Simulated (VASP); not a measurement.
Computed with revPBE GGA, VASP's PBE PAW potentials (set 64) (plane waves; VASP 6.6.1).

VASP input:

### INCAR
```
ALGO = Normal
EDIFF = 1E-6
EDIFFG = -0.02
ENCUT = 520
GGA = RE
IBRION = 2
ISIF = 3
ISMEAR = 1
LASPH = .TRUE.
LCHARG = .FALSE.
LMAXMIX = 6
LREAL = .FALSE.
LWAVE = .FALSE.
NELM = 100
NSW = 60
PREC = Accurate
SIGMA = 0.1
SYSTEM = La
```

File POSCAR:
```
La
1
    1.8973980681    -3.2863900883     0.0000000000
    1.8973980681     3.2863900883    -0.0000000000
    0.0000000000     0.0000000000    12.3084212337
La
4
Direct
  1.0000000000   1.0000000000   0.5000000000
  1.0000000000   1.0000000000   0.0000000000
  0.3333330000   0.6666670000   0.2500000000
  0.6666670000   0.3333330000   0.7500000000
```

**KPOINTS**
```
Automatic mesh
0
Gamma
8 8 3
0 0 0
```

POTCAR, in this order: La (PBE.64 set). Program: vasp_std.

Estimate the energy per atom (σ→0), volume per atom, band gap (on the k-mesh).

```yaml
energy per atom (σ→0): -4.610 eV/atom
band gap (on the k-mesh): none (metal, semimetal or under 0.01 eV)
volume_per_atom: 38.54 Å^3/atom
```

**OSZICAR**
```
...
DAV:   2    -0.184395690902E+02    0.47042E-02   -0.17121E-02  1734   0.148E+00    0.169E-01
DAV:   3    -0.184383752650E+02    0.11938E-02   -0.81635E-03  1800   0.754E-01    0.401E-02
DAV:   4    -0.184383577965E+02    0.17469E-04   -0.61772E-04  1852   0.247E-01    0.190E-02
DAV:   5    -0.184383565105E+02    0.12860E-05   -0.62635E-05  1952   0.663E-02    0.142E-02
DAV:   6    -0.184383473544E+02    0.91560E-05   -0.19146E-05  1332   0.448E-02    0.359E-03
DAV:   7    -0.184383452595E+02    0.20949E-05   -0.30493E-06  1120   0.270E-02    0.821E-04
DAV:   8    -0.184383453065E+02   -0.47049E-07   -0.72947E-07   698   0.184E-02
   2 F= -.18438345E+02 E0= -.18438383E+02  d E =-.479564E-03
```

The compound is La in the dhcp structure. This run relaxes it. Symmetry was kept, so distortions that lower it aren't found. The start is the result of an earlier pass.
